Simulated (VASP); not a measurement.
All values below come from PBEsol GGA, VASP's PBE PAW potentials (set 64) (plane waves; VASP).

VASP ran on this input.

POSCAR:
```
ZnO(100) slab
1
    5.2238605407     0.0000000000     0.0000000000
    0.0000000000     3.2381934450     0.0000000000
    0.0000000000     0.0000000000    26.1629400986
Zn O
8 8
Direct
  0.0339316421   0.0000000000   0.6646121218
  0.4965160971   0.5000000000   0.6474839327
  0.9994814899   0.5000000000   0.5682642698
  0.4947518146   0.0000000000   0.5377416021
  0.9947518146   0.0000000000   0.4622583979
  0.4994814899   0.5000000000   0.4317357302
  0.9965160971   0.5000000000   0.3525160673
  0.5339316421   0.0000000000   0.3353878782
  0.3802314576   0.0000000000   0.6787952618
  0.8735904340   0.5000000000   0.6417094777
  0.3755516348   0.5000000000   0.5726059499
  0.8739454298   0.0000000000   0.5345635434
  0.3739454298   0.0000000000   0.4654364566
  0.8755516348   0.5000000000   0.4273940501
  0.3735904340   0.5000000000   0.3582905223
  0.8802314576   0.0000000000   0.3212047382
```

INCAR:
```
SYSTEM  =  ZnO(100) slab
PREC  =  Normal; ENCUT  =  450; LREAL  =  F
LASPH  =  T
EDIFF  =  1E-6; NELM  =  100; NELMIN  =  4
ALGO  =  Normal; LMAXMIX  =  4
ISMEAR  =  0; SIGMA  =  0.05
GGA  =  PS
LWAVE  =  F; LCHARG  =  F; LORBIT  =  11
LVHAR  =  T
DIPOL  =  0.5 0.5 0.5
LDIPOL  =  T; IDIPOL  =  3
```

**KPOINTS**
```
Automatic mesh
0
Gamma
4 6 1
0 0 0
```

POTCAR, in this order: Zn O (PBE.64 set). Program: vasp_std. Read from the step before: WAVECAR.

Question: Estimate the energy per atom (σ→0), band gap (on the k-mesh).

Answer: 
The energy per atom (σ→0) is -4.723 eV/atom and the band gap (on the k-mesh) comes out as 0.86 eV.

OSZICAR:
```
       N       E                     dE             d eps       ncg     rms          rms(c)
DAV:   1    -0.755608646206E+02   -0.75561E+02   -0.76775E-05  2612   0.138E-01    0.157E-02
DAV:   2    -0.755608602804E+02    0.43402E-05   -0.32565E-05  2614   0.123E-01    0.589E-03
DAV:   3    -0.755608602255E+02    0.54944E-07   -0.89630E-06  2460   0.250E-02    0.333E-03
DAV:   4    -0.755608601447E+02    0.80796E-07   -0.15845E-06  1354   0.124E-02
   1 F= -.75560860E+02 E0= -.75560860E+02  d E =-.693842E-18
```

The cell is a thin slab with vacuum, built from ZnO (wurtzite): (100) face.
